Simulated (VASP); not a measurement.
# Driving VASP from ASE on LaB2Rh3, part 2 of 3

Do ASE scripts that read LaB2Rh3 from different structure formats give one answer, and do several routes find one equilibrium volume? All runs use LDA. Left out of this account: 1 further run (self-consistent run: a reference on another mesh). The start is a cell from a database of measured crystal structures.

VASP 6.6.1; LDA; plane waves and PAW (La, B, Rh_pv).

So far. Step 3 (Total energy, forces and stress (LDA, through ASE), try …): The energy lies +6.86 meV an atom from the first script, on another mesh.

**4. Relaxing cell and atoms (LDA, through ASE)**

The start need not lie at this functional's minimum. ISIF = 3 frees volume, shape and positions, and EDIFFG sets the threshold on forces and stress at which the search stops.

File run.py:

```python
import numpy as np
from ase.calculators.vasp import Vasp
from ase.io import read

atoms = read('LaB2Rh3.cif')

calc = Vasp(
    xc='lda',
    pp='LDA',
    prec='Accurate',
    encut=420,
    ediff=1e-06,
    nelm=100,
    ismear=-1,
    sigma=0.05,
    lreal=False,
    algo='Normal',
    nbands=38,
    lasph=True,
    lorbit=11,
    lwave=False,
    lcharg=False,
    kpar=4,
    ibrion=2,
    nsw=60,
    isif=3,
    ediffg=-0.01,
    pp_version='64',
    setups={'La': '', 'B': '', 'Rh': '_pv'},
    kpts=(7, 7, 10),
    gamma=True,
    txt='vasp.out',
)
atoms.calc = calc

print("energy (eV):", round(atoms.get_potential_energy(), 6))
print("Fermi level (eV):", round(calc.get_fermi_level(), 4))
print("forces (eV/A):")
print(np.round(atoms.get_forces(), 4))
print("stress (GPa, Voigt, tension positive):", np.round(atoms.get_stress() * 160.21766, 3))
print("cell (A, degrees):", np.round(atoms.cell.cellpar(), 4))
print("volume (A^3):", round(atoms.get_volume(), 4))
print("positions:")
print(np.round(atoms.get_scaled_positions(), 5))
```

File LaB2Rh3.cif:

```cif
data_LaB2Rh3
_cell_length_a 5.48300000
_cell_length_b 5.48300000
_cell_length_c 3.14100000
_cell_angle_alpha 90.00000000
_cell_angle_beta 90.00000000
_cell_angle_gamma 120.00000000
_space_group_name_H-M_alt 'P1'
_space_group_name_Hall 'P 1'
_space_group_IT_number 1
loop_
_space_group_symop_operation_xyz
'x,y,z'
loop_
_atom_site_label
_atom_site_type_symbol
_atom_site_symmetry_multiplicity
_atom_site_Wyckoff_symbol
_atom_site_fract_x
_atom_site_fract_y
_atom_site_fract_z
_atom_site_occupancy
La1 La 1 a 0.0000000000 0.0000000000 0.0000000000 1
B1 B 1 a 0.3333333333 0.6666666667 0.0000000000 1
B2 B 1 a 0.6666666667 0.3333333333 0.0000000000 1
Rh1 Rh 1 a 0.5000000000 0.0000000000 0.5000000000 1
Rh2 Rh 1 a 0.5000000000 0.5000000000 0.5000000000 1
Rh3 Rh 1 a 0.0000000000 0.5000000000 0.5000000000 1
```

Potentials, in the order of the species: La, B and Rh_pv (LDA family, release 64).

Command:

```
$ export ASE_VASP_COMMAND="mpirun -np 4 vasp_std"
$ python run.py
```

What it wrote:

```text
energy (eV): -50.772806
Fermi level (eV): 11.361
forces (eV/A):
[[-0. -0. -0.]
 [-0.  0. -0.]
 [ 0. -0.  0.]
 [-0. -0. -0.]
 [-0. -0. -0.]
 [-0. -0. -0.]]
stress (GPa, Voigt, tension positive): [-0.047 -0.047  0.119  0.     0.     0.   ]
cell (A, degrees): [  5.4102   5.4102   3.0993  90.      90.     120.    ]
volume (A^3): 78.5643
positions:
[[0.      0.      0.     ]
 [0.33333 0.66667 0.     ]
 [0.66667 0.33333 0.     ]
 [0.5     0.      0.5    ]
 [0.5     0.5     0.5    ]
 [0.      0.5     0.5    ]]
```

Run time: 56 s. Hardware: 4 MPI ranks of Intel Xeon 6975P-C (Granite Rapids), shared host; peak memory 0.96 GiB; 3.3 min of CPU time.

ASE turned this into the INCAR:

```
ENCUT = 420.000000
SIGMA = 0.050000
EDIFF = 1.00e-06
EDIFFG = -1.00e-02
ALGO = Normal
PREC = Accurate
IBRION = 2
ISIF = 3
ISMEAR = -1
KPAR = 4
LORBIT = 11
NBANDS = 38
NELM = 100
NSW = 60
LASPH = .TRUE.
LCHARG = .FALSE.
LWAVE = .FALSE.
LREAL = .FALSE.
```

ASE turned this into the KPOINTS:

```
KPOINTS created by Atomic Simulation Environment
0
Gamma
7 7 10
0 0 0
```

VASP's own log, vasp.out:

```text
[... set-up lines as in an earlier step ...]
 entering main loop
       N       E                     dE             d eps       ncg     rms          rms(c)
DAV:   1     0.574240039118E+03    0.57424E+03   -0.29587E+04  5136   0.212E+03
DAV:   2     0.235753478923E+02   -0.55066E+03   -0.52186E+03  3788   0.486E+02
DAV:   3    -0.483141685436E+02   -0.71890E+02   -0.65947E+02  5080   0.146E+02
DAV:   4    -0.548899054988E+02   -0.65757E+01   -0.61301E+01  6728   0.432E+01
DAV:   5    -0.552064678227E+02   -0.31656E+00   -0.30540E+00  5614   0.734E+00    0.259E+01
DAV:   6    -0.541658183875E+02    0.10406E+01   -0.85592E+01  5466   0.584E+01    0.134E+01
DAV:   7    -0.508174135738E+02    0.33484E+01   -0.20353E+01  5592   0.329E+01    0.490E+00
DAV:   8    -0.507484520569E+02    0.68962E-01   -0.27012E+00  6008   0.860E+00    0.297E+00
DAV:   9    -0.506946500731E+02    0.53802E-01   -0.28573E-01  5734   0.355E+00    0.740E-01
DAV:  10    -0.506924375068E+02    0.22126E-02   -0.13873E-02  5728   0.646E-01    0.126E-01
DAV:  11    -0.506923426375E+02    0.94869E-04   -0.16376E-03  5952   0.294E-01    0.470E-02
DAV:  12    -0.506923532356E+02   -0.10598E-04   -0.12821E-04  6078   0.902E-02    0.145E-02
DAV:  13    -0.506923475802E+02    0.56554E-05   -0.30367E-05  5104   0.403E-02    0.623E-03
DAV:  14    -0.506923472760E+02    0.30414E-06   -0.35530E-06  3998   0.907E-03
   1 F= -.50692347E+02 E0= -.50682804E+02  d E =-.506923E+02
 curvature:   0.00 expect dE= 0.000E+00 dE for cont linesearch  0.000E+00
 trial: gam= 0.00000 g(F)=  0.135E-47 g(S)=  0.472E+00 ort = 0.000E+00 (trialstep = 0.100E+01)
 search vector abs. value=  0.472E+00
 bond charge predicted
       N       E                     dE             d eps       ncg     rms          rms(c)
DAV:   1    -0.656953403536E+02   -0.15003E+02   -0.25288E+02  3786   0.127E+02    0.428E+01
DAV:   2    -0.546659441799E+02    0.11029E+02   -0.12353E+02  5516   0.897E+01    0.148E+01
DAV:   3    -0.509296459619E+02    0.37363E+01   -0.19051E+01  5508   0.352E+01    0.613E+00
DAV:   4    -0.506047968874E+02    0.32485E+00   -0.19760E+00  6006   0.857E+00    0.436E+00
DAV:   5    -0.505319217266E+02    0.72875E-01   -0.41671E-01  5486   0.423E+00    0.314E+00
DAV:   6    -0.504964659823E+02    0.35456E-01   -0.29260E-01  6534   0.374E+00    0.663E-01
DAV:   7    -0.504953081945E+02    0.11578E-02   -0.41076E-02  5790   0.160E+00    0.335E-01
DAV:   8    -0.504967975279E+02   -0.14893E-02   -0.47209E-03  5804   0.467E-01    0.223E-01
DAV:   9    -0.504952220536E+02    0.15755E-02   -0.10221E-02  5918   0.728E-01    0.886E-02
DAV:  10    -0.504951381307E+02    0.83923E-04   -0.83586E-04  5498   0.188E-01    0.236E-02
DAV:  11    -0.504951323258E+02    0.58049E-05   -0.79037E-05  4876   0.407E-02    0.105E-02
DAV:  12    -0.504951313351E+02    0.99078E-06   -0.17703E-05  5312   0.344E-02    0.490E-03
DAV:  13    -0.504951309861E+02    0.34892E-06   -0.94198E-07  2906   0.904E-03
   2 F= -.50495131E+02 E0= -.50486394E+02  d E =0.197216E+00
[...]
3 F= -.50782092E+02 E0= -.50772806E+02  d E =-.897452E-01
[...]
4 F= -.50782134E+02 E0= -.50772863E+02  d E =-.897862E-01
 curvature:  -0.16 expect dE=-0.137E-04 dE for cont linesearch -0.717E-06
 ZBRENT: accuracy reached
 trial: gam= 0.00325 g(F)=  0.265E-49 g(S)=  0.848E-04 ort =-0.145E-02 (trialstep = 0.875E+00)
 search vector abs. value=  0.804E-04
 bond charge predicted
       N       E                     dE             d eps       ncg     rms          rms(c)
DAV:   1    -0.507825043827E+02   -0.37029E-03   -0.11732E-02  4244   0.911E-01    0.974E-02
DAV:   2    -0.507822803149E+02    0.22407E-03   -0.85011E-04  5722   0.308E-01    0.563E-02
DAV:   3    -0.507822171965E+02    0.63118E-04   -0.23372E-04  5514   0.109E-01    0.303E-02
DAV:   4    -0.507821919830E+02    0.25213E-04   -0.82735E-05  5780   0.655E-02    0.547E-03
DAV:   5    -0.507821922766E+02   -0.29358E-06   -0.37639E-06  3756   0.115E-02
   5 F= -.50782192E+02 E0= -.50772806E+02  d E =-.587658E-04
 trial-energy change:   -0.000059  1 .order   -0.000059   -0.000070   -0.000047
 step:   2.6482(harm=  2.6482)  dis= 0.00000  next Energy=   -50.782240 (dE=-0.106E-03)
 reached required accuracy - stopping structural energy minimisation
```

OUTCAR, selected parts (step 4):

```text
The static configuration has the point symmetry D_6h.

 Found     48 irreducible k-points:

   NELECT =      62.0000    total number of electrons

 E-fermi :  11.3610

 k-point     1 :       0.0000    0.0000    0.0000
  band No.  band energies     occupation
    ...
     27      10.1405      2.00000
     28      10.1405      2.00000
     29      10.4076      2.00000
     30      11.3979      0.64654
     31      11.3979      0.64654
     32      11.9147      0.00003
     33      12.0156      0.00000
     34      12.5033      0.00000
     35      13.4331      0.00000
     36      13.4331      0.00000
    ...

 k-point     2 :       0.1429    0.0000    0.0000
  band No.  band energies     occupation
    ...
     27       9.7323      2.00000
     28      10.0968      2.00000
     29      10.3415      2.00000
     30      10.7089      2.00000
     31      11.0811      1.99261
     32      11.8893      0.00005
     33      12.4030      0.00000
     34      13.0750      0.00000
     35      13.4454      0.00000
     36      13.4497      0.00000
    ...

  Total        0.0228843      0.0228843     -0.0585409      0.0000000     -0.0000000     -0.0000000
  in kB        0.4666836      0.4666836     -1.1938359      0.0000000     -0.0000000     -0.0000000
  external PRESSURE =      -0.0868229 kB  Pullay stress =       0.0000000 kB

  energy-cutoff  :      420.00
  volume of cell :       78.56
      direct lattice vectors                 reciprocal lattice vectors
     5.410188573 -0.000000000 -0.000000000     0.184836441  0.106715369  0.000000000
    -2.705094287  4.685360744  0.000000000     0.000000000  0.213430738  0.000000000
     0.000000000 -0.000000000  3.099343715     0.000000000 -0.000000000  0.322648952

 POSITION                                       TOTAL-FORCE (eV/Angst)
 -----------------------------------------------------------------------------------
      0.00000      0.00000      0.00000        -0.000000     -0.000000     -0.000000
     -0.00000      3.12357      0.00000        -0.000000      0.000000     -0.000000
      2.70509      1.56179     -0.00000         0.000000     -0.000000      0.000000
      0.00000      4.68536      1.54967        -0.000000     -0.000000     -0.000000
      1.35255      2.34268      1.54967        -0.000000     -0.000000     -0.000000
     -1.35255      2.34268      1.54967        -0.000000     -0.000000     -0.000000
 -----------------------------------------------------------------------------------
    total drift:                               -0.000000      0.000000     -0.000000

  FREE ENERGIE OF THE ION-ELECTRON SYSTEM (eV)
  ---------------------------------------------------
  free  energy   TOTEN  =       -50.7821922766 eV

  energy  without entropy=      -50.7634200966  energy(sigma->0) =      -50.77280619

 reached required accuracy - stopping structural energy minimisation

 total charge
# of ion       s       p       d       f       tot
--------------------------------------------------
    1        2.060   5.620   0.856   0.247   8.782
    2        0.702   1.054   0.000   0.000   1.756
    3        0.702   1.054   0.000   0.000   1.756
    4        0.429   6.354   7.259   0.000  14.042
    5        0.429   6.354   7.259   0.000  14.042
    6        0.429   6.354   7.259   0.000  14.042
--------------------------------------------------
tot          4.750  26.791  22.634   0.247  54.422

[... 7 parts as in an earlier step ...]

[... 5 further parts left out ...]
```

CONTCAR:

```
La B  Rh
   1.00000000000000
     5.4101885734150121   -0.0000000000000000   -0.0000000000000000
    -2.7050942867075047    4.6853607438416924    0.0000000000000000
     0.0000000000000000   -0.0000000000000000    3.0993437147174849
  La              B               Rh
     1     2     3
Direct
     0.0000000000000000    0.0000000000000000    0.0000000000000000
     0.3333333332999970    0.6666666667000030    0.0000000000000000
     0.6666666667000030    0.3333333332999970    0.0000000000000000
     0.5000000000000000    1.0000000000000000    0.5000000000000000
     0.5000000000000000    0.5000000000000000    0.5000000000000000
     0.0000000000000000    0.5000000000000000    0.5000000000000000
```

The run keeps the 24 symmetry operations of its start, so it cannot find a distortion of lower symmetry.

Relaxation path:

| step | energy less that of the first step (eV) | largest force (eV/Å) | pressure (GPa) | volume (Å³) |
| --- | --- | --- | --- | --- |
| 1 | 0.0000 | 0.0000 | -8.66 | 81.78 |
| 2 | 0.1972 | 0.0000 | 18.76 | 73.36 |
| 3 | -0.0897 | 0.0000 | -0.22 | 78.63 |
| 4 | -0.0898 | 0.0000 | 0.02 | 78.57 |
| 5 | -0.0898 | 0.0000 | -0.01 | 78.56 |

| conventional cell, symmetrised | before | after | change |
| --- | --- | --- | --- |
| a (Å) | 5.483 | 5.410 | -1.3 % |
| b (Å) | 5.483 | 5.410 | -1.3 % |
| c (Å) | 3.141 | 3.099 | -1.3 % |
| volume (Å³/atom) | 13.63 | 13.09 | -3.9 % |

The relaxed structure:

```xyz
6
Lattice="5.4102 0.0000 0.0000 -2.7051 4.6854 0.0000 0.0000 0.0000 3.0993" Properties=species:S:1:pos:R:3 pbc="T T T"
La    0.0000    0.0000    0.0000
B     0.0000    3.1236    0.0000
B     2.7051    1.5618    0.0000
Rh    2.7051    0.0000    1.5497
Rh    1.3525    2.3427    1.5497
Rh   -1.3525    2.3427    1.5497
```

Numbers from this step:

| Quantity | Value |
| --- | --- |
| irreducible k-points | 48 |
| free energy (TOTEN) | -50.7822 eV |
| energy at zero smearing | -50.7728 eV |
| Fermi energy | 11.36 eV |
| pressure | -0.008682 GPa |
| SCF cycles over all ionic steps | 49 |

It ends with forces that vanish by symmetry and a pressure of -0.01 GPa.

**5. Equation of state by an ASE loop (LDA)**

An ASE loop scales the volume and fits the energies, which gives the bulk modulus from energies alone.

File run.py:

```python
import numpy as np
from ase.calculators.vasp import Vasp
from ase.io import read
from ase.eos import EquationOfState
from ase.units import GPa

atoms = read('LaB2Rh3.cif')

calc = Vasp(
    xc='lda',
    pp='LDA',
    prec='Accurate',
    encut=420,
    ediff=1e-06,
    nelm=100,
    ismear=-1,
    sigma=0.05,
    lreal=False,
    algo='Normal',
    nbands=38,
    lasph=True,
    lorbit=11,
    lwave=False,
    lcharg=False,
    kpar=4,
    isif=2,
    pp_version='64',
    setups={'La': '', 'B': '', 'Rh': '_pv'},
    kpts=(7, 7, 10),
    gamma=True,
    txt='vasp.out',
)
atoms.calc = calc

cell, volumes, energies = atoms.get_cell(), [], []
for x in [0.94, 0.96, 0.98, 1.0, 1.02, 1.04, 1.06]:
    atoms.set_cell(cell * x ** (1 / 3), scale_atoms=True)
    volumes.append(atoms.get_volume())
    energies.append(atoms.get_potential_energy())
    print(f"{x:.2f}  V = {volumes[-1]:.4f} A^3  E = {energies[-1]:.6f} eV")
v0, e0, b0 = EquationOfState(volumes, energies, eos="birchmurnaghan").fit()
print(f"V0 = {v0:.4f} A^3  E0 = {e0:.6f} eV  B0 = {b0 / GPa:.2f} GPa")
```

LaB2Rh3.cif is that of step 4.

What it wrote:

```text
0.94  V = 76.8711 A^3  E = -50.734619 eV
0.96  V = 78.5066 A^3  E = -50.765221 eV
0.98  V = 80.1422 A^3  E = -50.746154 eV
1.00  V = 81.7777 A^3  E = -50.682804 eV
1.02  V = 83.4133 A^3  E = -50.580102 eV
1.04  V = 85.0488 A^3  E = -50.442022 eV
1.06  V = 86.6844 A^3  E = -50.272776 eV
V0 = 78.6663 A^3  E0 = -50.765455 eV  B0 = 231.13 GPa
```

It took 2 min on 4 MPI ranks; peak memory 0.95 GiB; 6.1 min of CPU time.

The INCAR that ASE wrote:

```
ENCUT = 420.000000
SIGMA = 0.050000
EDIFF = 1.00e-06
ALGO = Normal
PREC = Accurate
ISIF = 2
ISMEAR = -1
KPAR = 4
LORBIT = 11
NBANDS = 38
NELM = 100
LASPH = .TRUE.
LCHARG = .FALSE.
LWAVE = .FALSE.
LREAL = .FALSE.
```

The KPOINTS that ASE wrote:

```
KPOINTS created by Atomic Simulation Environment
0
Gamma
7 7 10
0 0 0
```

vasp.out (the last of its runs):

```text
[banner, memory and clock lines left out]
running    4 mpi-ranks, on    1 nodes
 distrk:  each k-point on    1 cores,    4 groups
 distr:  one band on    1 cores,    1 groups

 POSCAR found type information on POSCAR LaB Rh
 POSCAR found :  3 types and       6 ions
 LDA part: xc-table for (Slater(with rela. corr.)+CA(PZ))
 , standard interpolation
 POSCAR, INCAR and KPOINTS ok, starting setup
 FFT: planning ... GRIDC
 FFT: planning ... GRID_SOFT
 FFT: planning ... GRID
 WAVECAR not read
 WARNING: random wavefunctions but no delay for mixing, default for NELMDL
 entering main loop
       N       E                     dE             d eps       ncg     rms          rms(c)
DAV:   1     0.574827276291E+03    0.57483E+03   -0.29498E+04  5064   0.208E+03
DAV:   2     0.229913932052E+02   -0.55184E+03   -0.52380E+03  3800   0.487E+02
DAV:   3    -0.472046310737E+02   -0.70196E+02   -0.63888E+02  5068   0.144E+02
DAV:   4    -0.540640063987E+02   -0.68594E+01   -0.63894E+01  6748   0.427E+01
DAV:   5    -0.544313697620E+02   -0.36736E+00   -0.34825E+00  5534   0.749E+00    0.230E+01
DAV:   6    -0.538648019405E+02    0.56657E+00   -0.84057E+01  5432   0.552E+01    0.137E+01
DAV:   7    -0.503951170706E+02    0.34697E+01   -0.20523E+01  5608   0.316E+01    0.420E+00
DAV:   8    -0.503285365478E+02    0.66581E-01   -0.25037E+00  6080   0.796E+00    0.265E+00
DAV:   9    -0.502843637428E+02    0.44173E-01   -0.24031E-01  5566   0.304E+00    0.589E-01
DAV:  10    -0.502824215373E+02    0.19422E-02   -0.12060E-02  6058   0.629E-01    0.101E-01
DAV:  11    -0.502824229221E+02   -0.13848E-05   -0.10698E-03  5696   0.225E-01    0.361E-02
DAV:  12    -0.502824243445E+02   -0.14223E-05   -0.10569E-04  5858   0.667E-02    0.128E-02
DAV:  13    -0.502824228497E+02    0.14948E-05   -0.12229E-05  5460   0.246E-02    0.560E-03
DAV:  14    -0.502824225236E+02    0.32603E-06   -0.25505E-06  3750   0.731E-03
   1 F= -.50282423E+02 E0= -.50272776E+02  d E =-.192927E-01
```

From OUTCAR (step 5):

```text
   ENCUT  =  420.0 eV  30.87 Ry    5.56 a.u.   9.34  9.34  5.35*2*pi/ulx,y,z

   NELECT =      62.0000    total number of electrons

 E-fermi :   9.9033

 k-point     1 :       0.0000    0.0000    0.0000
  band No.  band energies     occupation
    ...
     27       8.8029      2.00000
     28       8.8029      2.00000
     29       9.0518      2.00000
     30       9.9069      0.96359
     31       9.9069      0.96359
     32      10.3291      0.00040
     33      10.5101      0.00001
     34      11.0878      0.00000
     35      11.8009      0.00000
     36      11.8009      0.00000
    ...

  Total      -10.2095677    -10.2095677     -9.4810002     -0.0000000      0.0000000      0.0000000
  in kB     -188.7022205   -188.7022205   -175.2361943     -0.0000000      0.0000000      0.0000000
  external PRESSURE =    -184.2135451 kB  Pullay stress =       0.0000000 kB

 POSITION                                       TOTAL-FORCE (eV/Angst)
 -----------------------------------------------------------------------------------
      0.00000      0.00000      0.00000         0.000000      0.000000      0.000000
     -0.00000      3.22770      0.00000        -0.000000      0.000000      0.000000
      2.79527      1.61385      0.00000         0.000000      0.000000      0.000000
      2.79527      0.00000      1.60130         0.000000      0.000000      0.000000
      1.39763      2.42077      1.60130         0.000000      0.000000      0.000000
     -1.39763      2.42077      1.60130         0.000000      0.000000      0.000000
 -----------------------------------------------------------------------------------
    total drift:                               -0.000000      0.000000     -0.000000

  FREE ENERGIE OF THE ION-ELECTRON SYSTEM (eV)
  ---------------------------------------------------
  free  energy   TOTEN  =       -50.2824225236 eV

  energy  without entropy=      -50.2631298366  energy(sigma->0) =      -50.27277618

[... 4 parts as in an earlier step ...]

[... 12 further parts left out ...]
```

This step gave:

```
bulk modulus                  : 231.1 GPa
equilibrium volume of the fit : 13.11 Å³/atom
```

The fitted volume lies +0.13 % from the relaxed one.

[end of part 2 of 3]

[Lines on the potential files, build, host, timing and source positions are cut from VASP's logs without a mark.]

[Logs are printed without paths, hosts, clocks, repeated set-up lines and the standing remarks that a program may print on its own settings, such as how far it seeks lower states.]

[Hosts, paths, dates, database ids (printed as entryN), source tags and the programs' standing remarks are cut or masked in the printed files.]

[A measured line is paired with the nearest computed mode of its activity, which favours agreement.]
